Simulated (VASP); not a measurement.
# Which native defect does Gd3Sn7 form most easily?, part 4 of 7

Which native defect is cheapest in Gd3Sn7, and how does that change with the growth condition? The start is a cell from a database of measured crystal structures.

VASP 6.6.1, plane waves and PAW; the level of theory is named at each step.

Still holding for the runs below: The data set Gd_3 holds the 4f electrons frozen in the core, so no f bands or f moments appear.

So far. Step 5 (Reference Sn): The run ended after 8 ionic steps, 0.007 eV below its first step, once forces and stress met EDIFFG = -0.02. Step 5 (Reference Sn): Energy at zero smearing: -8.98542 eV.

## 6. Relaxing the defect, 39 atoms, defect Sn vacancy

This step: LDA, 4f electrons in the core; plane waves and PAW (Gd_3, Sn) (VASP 6.6.1).

System of this step: Gd4Sn9. The cell holds 39 atoms: 12 Gd and 27 Sn. Cell: a = 13.838 Å, b = 13.838 Å, c = 8.727 Å, α = 80.9°, β = 80.9°, γ = 138.7°. It derives from Gd3Sn7. Nearest the centre at fractional (0.000, 0.000, 0.250): Gd11 at 3.09 Å, Gd12 at 3.09 Å, Gd9 at 3.09 Å, Gd10 at 3.09 Å, Sn20 at 3.33 Å, Sn16 at 3.33 Å, Sn18 at 3.33 Å, Sn22 at 3.33 Å.

The host is treated as a metal, since its gap is under 0.3 eV or closed. The run keeps 4 symmetry operations, which cuts the number of k-points but bars distortions that break them. The atoms relax at the host's fixed cell.

File INCAR:

```
SYSTEM = Gd4Sn9
PREC = Normal
ENCUT = 300
EDIFF = 1E-05
NELM = 120
ISMEAR = 1
SIGMA = 0.2
LREAL = Auto
ALGO = Fast
GGA = CA
NBANDS = 136
LASPH = .TRUE.
LORBIT = 11
LWAVE = .FALSE.
LCHARG = .TRUE.
KPAR = 4
NCORE = 2
IBRION = 2
NSW = 50
ISIF = 2
EDIFFG = -0.03
POTIM = 0.4
MAXMIX = 40
ISYM = 2
```

File POSCAR:

```
Gd4Sn9
1.0
    2.1818620484     12.9496022637      4.3639213665
    2.1818620484    -12.9496022637      4.3639213665
    8.7274481936      0.0000000000      0.0000000000
Gd Sn
12 27
Direct
    0.1886862800      0.8113137200      0.2500000000
    0.1886862800      0.8113137200      0.7500000000
    0.6886862800      0.3113137200      0.5000000000
    0.6886862800      0.3113137200      0.0000000000
    0.8113137200      0.1886862800      0.2500000000
    0.8113137200      0.1886862800      0.7500000000
    0.3113137200      0.6886862800      0.5000000000
    0.3113137200      0.6886862800      0.0000000000
    0.2500000000      0.2500000000      0.8750000000
    0.2500000000      0.2500000000      0.3750000000
    0.7500000000      0.7500000000      0.1250000000
    0.7500000000      0.7500000000      0.6250000000
    0.0000000000      0.0000000000      0.7500000000
    0.5000000000      0.5000000000      0.5000000000
    0.5000000000      0.5000000000      0.0000000000
    0.3470145500      0.1529854500      0.1250000000
    0.3470145500      0.1529854500      0.6250000000
    0.8470145500      0.6529854500      0.3750000000
    0.8470145500      0.6529854500      0.8750000000
    0.1529854500      0.3470145500      0.1250000000
    0.1529854500      0.3470145500      0.6250000000
    0.6529854500      0.8470145500      0.3750000000
    0.6529854500      0.8470145500      0.8750000000
    0.4029211000      0.5970789000      0.2500000000
    0.4029211000      0.5970789000      0.7500000000
    0.9029211000      0.0970789000      0.5000000000
    0.9029211000      0.0970789000      0.0000000000
    0.5970789000      0.4029211000      0.2500000000
    0.5970789000      0.4029211000      0.7500000000
    0.0970789000      0.9029211000      0.5000000000
    0.0970789000      0.9029211000      0.0000000000
    0.5384150500      0.9615849500      0.1250000000
    0.5384150500      0.9615849500      0.6250000000
    0.0384150500      0.4615849500      0.3750000000
    0.0384150500      0.4615849500      0.8750000000
    0.9615849500      0.5384150500      0.1250000000
    0.9615849500      0.5384150500      0.6250000000
    0.4615849500      0.0384150500      0.3750000000
    0.4615849500      0.0384150500      0.8750000000
```

File KPOINTS:

```
Automatic mesh
0
Gamma
3 3 3
0 0 0
```

The projector-augmented-wave data sets are Gd_3 and Sn (PBE family, release 64).

Run with:

```console
$ mpirun -np 8 vasp_std
```

The log of the run:

```text
[banner, memory and clock lines left out]
running    8 mpi-ranks, on    1 nodes
 distrk:  each k-point on    2 cores,    4 groups
 distr:  one band on    2 cores,    1 groups

 POSCAR found type information on POSCAR GdSn
 POSCAR found :  2 types and      39 ions
 [... a notice as in an earlier step ...]

 LDA part: xc-table for (Slater(with rela. corr.)+CA(PZ))
 , standard interpolation
 POSCAR, INCAR and KPOINTS ok, starting setup
 FFT: planning ... GRIDC
 FFT: planning ... GRID_SOFT
 FFT: planning ... GRID
 WAVECAR not read
 entering main loop
       N       E                     dE             d eps       ncg     rms          rms(c)
DAV:   1     0.812176291559E+03    0.81218E+03   -0.64965E+04  2808   0.877E+02
DAV:   2    -0.120542028798E+03   -0.93272E+03   -0.89147E+03  3168   0.245E+02
DAV:   3    -0.208815700499E+03   -0.88274E+02   -0.85734E+02  3560   0.561E+01
DAV:   4    -0.211774611858E+03   -0.29589E+01   -0.29187E+01  3304   0.106E+01
DAV:   5    -0.211884132767E+03   -0.10952E+00   -0.10920E+00  3680   0.184E+00    0.766E+01
RMM:   6    -0.209979648596E+03    0.19045E+01   -0.25768E+00  2797   0.203E+00    0.453E+01
RMM:   7    -0.209430528626E+03    0.54912E+00   -0.21194E+00  2763   0.246E+00    0.290E+00
RMM:   8    -0.209230611313E+03    0.19992E+00   -0.51080E-01  2896   0.122E+00    0.692E-01
RMM:   9    -0.209227507185E+03    0.31041E-02   -0.12412E-01  3371   0.563E-01    0.428E-01
RMM:  10    -0.209227612550E+03   -0.10537E-03   -0.13520E-02  3311   0.220E-01    0.308E-01
RMM:  11    -0.209227379848E+03    0.23270E-03   -0.23580E-03  2945   0.870E-02    0.591E-02
RMM:  12    -0.209227438651E+03   -0.58804E-04   -0.80272E-04  3539   0.438E-02    0.222E-02
RMM:  13    -0.209227445934E+03   -0.72824E-05   -0.12297E-04  2753   0.186E-02    0.105E-02
RMM:  14    -0.209227447784E+03   -0.18498E-05   -0.23071E-05  1852   0.801E-03
   1 F= -.20922745E+03 E0= -.20923411E+03  d E =-.209227E+03
 curvature:   0.00 expect dE= 0.000E+00 dE for cont linesearch  0.000E+00
 trial: gam= 0.00000 g(F)=  0.509E-01 g(S)=  0.000E+00 ort = 0.000E+00 (trialstep = 0.100E+01)
 search vector abs. value=  0.509E-01
 bond charge predicted
       N       E                     dE             d eps       ncg     rms          rms(c)
DAV:   1    -0.209268380955E+03   -0.40935E-01   -0.70849E-01  3200   0.192E+00    0.554E-01
RMM:   2    -0.209272296834E+03   -0.39159E-02   -0.49330E-02  3176   0.510E-01    0.212E-01
RMM:   3    -0.209273178861E+03   -0.88203E-03   -0.11109E-02  3629   0.240E-01    0.103E-01
RMM:   4    -0.209273302707E+03   -0.12385E-03   -0.13101E-03  3211   0.825E-02    0.993E-02
RMM:   5    -0.209273324615E+03   -0.21909E-04   -0.36707E-04  3540   0.402E-02    0.943E-02
RMM:   6    -0.209273328893E+03   -0.42777E-05   -0.69583E-05  2447   0.172E-02
   2 F= -.20927333E+03 E0= -.20928037E+03  d E =-.458811E-01
[...]
3 F= -.20934290E+03 E0= -.20935065E+03  d E =-.115452E+00
[...]
4 F= -.20934825E+03 E0= -.20935614E+03  d E =-.120804E+00
[...]
5 F= -.20936582E+03 E0= -.20937346E+03  d E =-.175675E-01
[...]
6 F= -.20937282E+03 E0= -.20938022E+03  d E =-.245699E-01
[...]
7 F= -.20937642E+03 E0= -.20938386E+03  d E =-.360122E-02
 trial-energy change:   -0.003601  1 .order   -0.003356   -0.004448   -0.002264
 step:   3.1978(harm=  4.3032)  dis= 0.00767  next Energy=  -209.377037 (dE=-0.422E-02)
 bond charge predicted
       N       E                     dE             d eps       ncg     rms          rms(c)
DAV:   1    -0.209376533317E+03   -0.11938E-03   -0.11236E-01  2920   0.816E-01    0.188E-01
RMM:   2    -0.209377489630E+03   -0.95631E-03   -0.74026E-03  3259   0.215E-01    0.303E-01
RMM:   3    -0.209377396783E+03    0.92846E-04   -0.18346E-03  3351   0.106E-01    0.115E-01
RMM:   4    -0.209377379995E+03    0.16788E-04   -0.69200E-04  3224   0.531E-02    0.141E-01
RMM:   5    -0.209377375821E+03    0.41740E-05   -0.13909E-04  2899   0.276E-02    0.350E-02
RMM:   6    -0.209377380701E+03   -0.48799E-05   -0.44176E-05  2120   0.128E-02
   8 F= -.20937738E+03 E0= -.20938490E+03  d E =-.455866E-02
 curvature:  -1.92 expect dE=-0.630E-03 dE for cont linesearch -0.321E-03
 trial: gam=-0.13713 g(F)=  0.328E-03 g(S)=  0.000E+00 ort = 0.649E-03 (trialstep = 0.233E+01)
 search vector abs. value=  0.197E-03
 reached required accuracy - stopping structural energy minimisation
```

It took 9.5 min on 8 MPI ranks of Intel Xeon Platinum 8259CL at 2.50GHz (Skylake/Cascade Lake), shared host; peak memory 3.2 GiB; 64 min of CPU time.

From OUTCAR (step 6):

```text
   k-points           NKPTS =     10   k-points in BZ     NKDIM =     10   number of bands    NBANDS=    136

   NELECT =     216.0000    total number of electrons

 E-fermi :   5.1670

 k-point     1 :       0.0000    0.0000    0.0000
  band No.  band energies     occupation
    ...
    104       4.4790      2.00001
    105       4.6049      2.00052
    106       4.8059      2.02844
    107       4.9825      2.03026
    108       5.1578      1.07839
    109       5.3630     -0.04583
    110       5.5237     -0.03016
    111       5.6599     -0.00271
    112       5.6876     -0.00145
    113       5.7616     -0.00022
    ...

  Total       -9.3859579     -0.5381339     -3.3173773      0.0000000      0.0000000     -0.1901748
  in kB      -15.2453908     -0.8740783     -5.3883379      0.0000000      0.0000000     -0.3088964
  external PRESSURE =      -7.1692690 kB  Pullay stress =       0.0000000 kB

 POSITION                                       TOTAL-FORCE (eV/Angst)
 -----------------------------------------------------------------------------------
      4.36372     -8.05015      4.36392        -0.000000     -0.025849     -0.000000
      8.72745     -8.09282      4.36392        -0.000000     -0.006185     -0.000000
      6.54963      4.88118      4.38811        -0.003743      0.003023      0.001198
      2.17782      4.88118      4.33973         0.003743      0.003023     -0.001198
      4.36372      8.05015      4.36392        -0.000000      0.025849     -0.000000
      8.72745      8.09282      4.36392        -0.000000      0.006185     -0.000000
      6.54963     -4.88118      4.38811        -0.003743     -0.003023      0.001198
      2.17782     -4.88118      4.33973         0.003743     -0.003023     -0.001198
      8.70875      0.00000      2.18722        -0.014050      0.000000      0.010309
      4.38237      0.00000      2.19082         0.014898      0.000000      0.008881
      4.34508      0.00000      6.53703        -0.014898      0.000000     -0.008881
      8.74615      0.00000      6.54062         0.014050      0.000000     -0.010309
      6.54559      0.00000      0.00000        -0.000000      0.000000     -0.000000
      6.54746      0.00000      4.39903         0.002497      0.000000      0.025365
      2.17999      0.00000      4.32881        -0.002497      0.000000     -0.025365
      2.18289      2.43687      2.14860        -0.005394     -0.001930      0.013061
      6.54575      2.52301      2.16430        -0.001787     -0.011081      0.002156
      6.54455      2.43687      6.57925         0.005394     -0.001930     -0.013061
     10.90915      2.52301      6.56355         0.001787     -0.011081     -0.002156
      2.18289     -2.43687      2.14860        -0.005394      0.001930      0.013061
      6.54575     -2.52301      2.16430        -0.001787      0.011081      0.002156
      6.54455     -2.43687      6.57925         0.005394      0.001930     -0.013061
     10.90915     -2.52301      6.56355         0.001787      0.011081     -0.002156
      4.36372     -2.50474      4.36392        -0.000000      0.007390     -0.000000
[...]
-----------------------------------------------------------------------------------
    total drift:                               -0.000000      0.000000     -0.000000

  FREE ENERGIE OF THE ION-ELECTRON SYSTEM (eV)
  ---------------------------------------------------
  free  energy   TOTEN  =      -209.3773807014 eV

  energy  without entropy=     -209.3999236529  energy(sigma->0) =     -209.38489502

[... 6 parts as in an earlier step ...]

[... 11 further parts left out ...]
```

The run keeps the 4 symmetry operations of its start, so it cannot find a distortion of lower symmetry.

Step by step:

| step | energy less that of the first step (eV) | largest force (eV/Å) |
| --- | --- | --- |
| 1 | 0.0000 | 0.3607 |
| 2 | -0.0459 | 0.3101 |
| 3 | -0.1155 | 0.1496 |
| 4 | -0.1208 | 0.1879 |
| 5 | -0.1384 | 0.1035 |
| 6 | -0.1454 | 0.0712 |
| 7 | -0.1490 | 0.0441 |
| 8 | -0.1499 | 0.0258 |

The atoms that moved most (Å):

| atom | dx | dy | dz | length |
| --- | --- | --- | --- | --- |
| Sn27 | 0.046 | 0.083 | 0.001 | 0.095 |
| Sn31 | 0.046 | -0.083 | 0.001 | 0.095 |
| Sn30 | -0.046 | -0.083 | -0.001 | 0.095 |
| Sn26 | -0.046 | 0.083 | -0.001 | 0.095 |
| Sn22 | -0.001 | 0.076 | 0.033 | 0.083 |
| Sn18 | -0.001 | -0.076 | 0.033 | 0.083 |
| Sn16 | 0.001 | -0.076 | -0.033 | 0.083 |
| Sn20 | 0.001 | 0.076 | -0.033 | 0.083 |

Final coordinates:

```
Gd Sn
1.0
     2.18186   12.94960    4.36392
     2.18186  -12.94960    4.36392
     8.72745    0.00000    0.00000
Gd Sn
12 27
Direct
  0.18917 0.81083 0.25000
  0.18753 0.81247 0.75000
  0.69124 0.31430 0.49908
  0.68570 0.30876 0.00092
  0.81083 0.18917 0.25000
  0.81247 0.18753 0.75000
  0.31430 0.69124 0.49908
  0.30876 0.68570 0.00092
  0.25060 0.25060 0.87256
  0.25101 0.25101 0.37663
  0.74899 0.74899 0.12337
  0.74940 0.74940 0.62744
  0.00000 0.00000 0.75000
  0.50402 0.50402 0.49820
  0.49598 0.49598 0.00180
  0.34027 0.15209 0.12703
  0.34539 0.15056 0.62603
  0.84791 0.65973 0.37297
  0.84944 0.65461 0.87397
  0.15209 0.34027 0.12703
  0.15056 0.34539 0.62603
  0.65973 0.84791 0.37297
  0.65461 0.84944 0.87397
  0.40329 0.59671 0.25000
  0.40332 0.59668 0.75000
  0.90599 0.09374 0.49485
  0.90626 0.09401 0.00515
  0.59671 0.40329 0.25000
  0.59668 0.40332 0.75000
  0.09374 0.90599 0.49485
  0.09401 0.90626 0.00515
  0.53850 0.96117 0.12424
  0.53889 0.96153 0.62576
  0.03883 0.46150 0.37576
  0.03847 0.46111 0.87424
  0.96117 0.53850 0.12424
  0.96153 0.53889 0.62576
  0.46150 0.03883 0.37576
  0.46111 0.03847 0.87424
```

This step gave:

* electronic cycles: 65
* electrons: 216
* free energy (TOTEN): -209.3774 eV
* energy at zero smearing: -209.3849 eV
* Fermi energy: 5.167 eV

Valence density in the ab plane at fractional z = 0.250, through the centre, with atoms of Gd and Sn within 0.45 Å of it. It is the smooth field of the valence electrons, not physical close to the nuclei.

Ten steps, logarithmic in the rise over the least value, from '0' (-0.1 e/Å³) to '9' (2.4 e/Å³), each cell a mean:
```
333334445444444555555555444455554433333
333344445566554455555554445555554433333
344444567887644555555544455555544333333
444446899986544555554444555555443333444
544568999865445555444444555554444444555
545689997544444444444455445555544455555
445678764444444445555554455666545555555
445555444444444555555544566665455555544
444444454444455543455545565544555554444
555555555444554004554444554444554444445
555555554445553355544444445555444445555
555555544455555554444445555555444455555
555554444455555444444455555554445555555
555544444555444444445553145544455555555
544444555544455544455410455444455555455
444555555445665544555445554444444445544
445555555556665445555555444444445566554
555555545566554455555444444444567887654
555554444555555554444444444445799987545
554444444445555544444555544468999875444
443333344555555444455555544679998644444
333333445555554445555555445677765444433
333333445555544455555555445555544444333
333334455554444555555555444445554443333
```
Columns run along a (13.8 Å), rows up along b (13.8 Å). Atoms in or near the plane, at fractional coordinates: Gd at (0.19, 0.81), Gd at (0.81, 0.19), Sn at (0.40, 0.60), Sn at (0.60, 0.40).

The run ended after 8 ionic steps, 0.150 eV below its first step, once the forces on the free atoms met EDIFFG = -0.03.

The 12 first neighbours (Gd and Sn) lie 3.25 Å from the site on average (3.09 to 3.33) in the perfect crystal and 3.20 Å on average after the relaxation (-1.6 %, spread from 3.10 to 3.25 Å).

## 7. Energies of this defect, 39 atoms, defect vacancy, element Sn

This step: point defect, LDA; plane waves and PAW (VASP 6.6.1).

No new run; the numbers come from the runs before.

This step gave:

* formation energy of the neutral defect: 0.9179 eV
* host formation enthalpy: -0.6436 eV/atom

Formation energy:

| formation energy (eV) | largest move (Å) |
| --- | --- |
| 0.9179 | 0.09466 |

The formation energy is the energy of the relaxed defect cell less that of the perfect cell, with each removed atom booked to its reference and each added atom taken from it.

References, in eV an atom: Gd -5.271 (crystal P6_3/mmc) and Sn -4.493 (crystal I4_1/amd). They were run at the supercell's cutoff and functional, without U, and count both elements from their own phases.

The formation energy is 0.918 eV, and the largest move of an atom 0.09 Å.

[end of part 4 of 7]

[Lines on the potential files, build, host, timing and source positions are cut from VASP's logs without a mark.]

[Logs are printed without paths, hosts, clocks, repeated set-up lines and the standing remarks that a program may print on its own settings, such as how far it seeks lower states.]

[Hosts, paths, dates, database ids (printed as entryN), source tags and the programs' standing remarks are cut or masked in the printed files.]

[In band tables of VASP the shares of atoms and orbitals are scaled to a sum of 1 inside the atoms' spheres.]

[Runs that stopped without an error message from VASP are left out.]
